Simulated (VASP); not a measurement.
An input for Ansatz (written as the equivalent of a VASP run, and not itself run):

Ansatz 0.2 input:
```yaml
crystal:
  lattice:
    - [4.5189194, 0.0000000, 0.0000000]
    - [0.0000000, 4.5189194, 0.0000000]
    - [0.0000000, 0.0000000, 2.9166003]
  atoms:
    - { symbol: Ti, position: [0.0000000, 0.0000000, 0.0000000] }
    - { symbol: Ti, position: [0.5000000, 0.5000000, 0.5000000] }
    - { symbol: O, position: [0.3030351, 0.3030351, 0.0000000] }
    - { symbol: O, position: [0.8030351, 0.1969649, 0.5000000] }
    - { symbol: O, position: [0.1969649, 0.8030351, 0.5000000] }
    - { symbol: O, position: [0.6969649, 0.6969649, 0.0000000] }
kpoints:
  mp_grid: { grid: [5, 5, 8] }
hamiltonian:
  xc: pbesol
  pseudopotentials: { kind: paw }
scf:
  occupations: { method: gaussian, width: 0.05 }
  max_iter: 100
relax:
  max_steps: 40
  f_tol: 0.02
  cell: { p_target: 20 }
output: { forces: true, stress: true, eigenvalues: true }
```

Translate this input to VASP (INCAR, KPOINTS, POSCAR, choice of POTCAR).

One answer among several that fit: 
POSCAR:
```
TiO2
1
    4.5189193668     0.0000000000     0.0000000000
    0.0000000000     4.5189193668     0.0000000000
    0.0000000000     0.0000000000     2.9166002523
Ti O
2 4
Direct
  0.0000000000   0.0000000000   0.0000000000
  0.5000000000   0.5000000000   0.5000000000
  0.3030350771   0.3030350771   0.0000000000
  0.8030350771   0.1969649229   0.5000000000
  0.1969649229   0.8030350771   0.5000000000
  0.6969649229   0.6969649229   0.0000000000
```

**INCAR**
```
ENCUT  =  620   ! plane-wave cut-off (eV)
PREC  =  Accurate
ISMEAR  =  0   ! Gaussian
GGA  =  PS
IBRION  =  2   ! conjugate gradients
LREAL  =  F
LWAVE  =  F
LMAXMIX  =  4   ! l cut-off of mixed one-centre charges
PSTRESS  =  200   ! kbar
SIGMA  =  0.05
EDIFFG  =  -0.02   ! ionic stop
LCHARG  =  F
NELM  =  100
ISIF  =  3   ! ions, shape and volume
LASPH  =  T   ! aspherical one-centre terms
NSW  =  40
ALGO  =  Normal   ! blocked Davidson
SYSTEM  =  TiO2
EDIFF  =  1E-6
```

File KPOINTS:
```
Automatic
0
G
  5 5 8
0 0 0
```

POTCAR, in this order: Ti_sv O (PBE.64 set). Program: vasp_std.

What does not carry over: each code has its own PAW files, so the cut-off isn't converted (ENCUT is set for VASP's; basis.ecutwfc is left out, and Ansatz then takes the one that its files recommend); Ansatz stops its SCF on the density residual and VASP on the energy change (EDIFF).

The compound is TiO2 in the rutile structure. This run relaxes it under an external pressure of 20 GPa. Symmetry was kept, so distortions that lower it aren't found.
